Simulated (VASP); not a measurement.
```
BeTe
1.0
    0.00000     2.78115     2.78115
    2.78115     0.00000     2.78115
    2.78115     2.78115     0.00000
Be Te
1 1
Cartesian
  0.00000   0.00000   0.00000
  1.39058   1.39058   1.39058
```

Calculation: LDA (Ceperley-Alder, Perdew-Zunger), VASP's LDA PAW potentials (set 64) (plane waves; VASP 6.6.1). Settings: 400 eV cut-off, 8×8×8 Γ-centred mesh, Gaussian smearing of 0.010 eV, potentials Be Te.

Q: Give the electronic dielectric tensor ε∞ (DFPT, local fields included).

A: 
```
7.63  0.00  0.00
0.00  7.63  0.00
0.00  0.00  7.63
```

Q: Give the Born effective charges.

A: 
```json
[
 {"atom": "Be1", "Z*xx": "1.25", "Z*yy": "1.25", "Z*zz": "1.25", "mean": "1.25"},
 {"atom": "Te2", "Z*xx": "-1.25", "Z*yy": "-1.25", "Z*zz": "-1.25", "mean": "-1.25"}
]
```

The compound is BeTe in the zinc blende structure. It was relaxed first.
